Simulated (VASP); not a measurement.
Here is the system:

```
CELL_PARAMETERS angstrom
      0.00000     3.20244     3.20244
      3.20244     0.00000     3.20244
      3.20244     3.20244     0.00000
ATOMIC_POSITIONS crystal
  Mg 0.75000 0.75000 0.75000
  Mg 0.25000 0.25000 0.25000
  Ge 0.00000 0.00000 0.00000
```

All values below come from PBE GGA, VASP's PBE PAW potentials (set 64) (plane waves; VASP 6.6.1). Settings: 300 eV cut-off, 6×6×6 Γ-centred mesh, Fermi-Dirac smearing of 0.14 eV, potentials Mg Ge_d.

Q: Give the energies of bands 7 to 12 at the high-symmetry points, in eV from the valence-band maximum.

A: 
```json
[
 {"band": "7", "Γ": "0.00", "X": "-4.50", "U": "-4.07", "L": "-4.82", "W": "-3.65"},
 {"band": "8", "Γ": "0.00", "X": "-2.00", "U": "-3.48", "L": "-0.73", "W": "-3.65"},
 {"band": "9", "Γ": "0.00", "X": "-2.00", "U": "-1.67", "L": "-0.73", "W": "-2.68"},
 {"band": "10", "Γ": "0.98", "X": "0.15", "U": "0.71", "L": "0.96", "W": "2.77"},
 {"band": "11", "Γ": "2.80", "X": "0.53", "U": "3.10", "L": "2.75", "W": "3.70"},
 {"band": "12", "Γ": "2.80", "X": "7.84", "U": "5.99", "L": "2.75", "W": "3.74"}
]
```

The gap is indirect, 0.15 eV, from the valence maximum at Γ to the conduction minimum at X.

The structure comes from a computed database's Mg2Ge entry; how it stands against other phases isn't given here. The cell was not relaxed at this level.
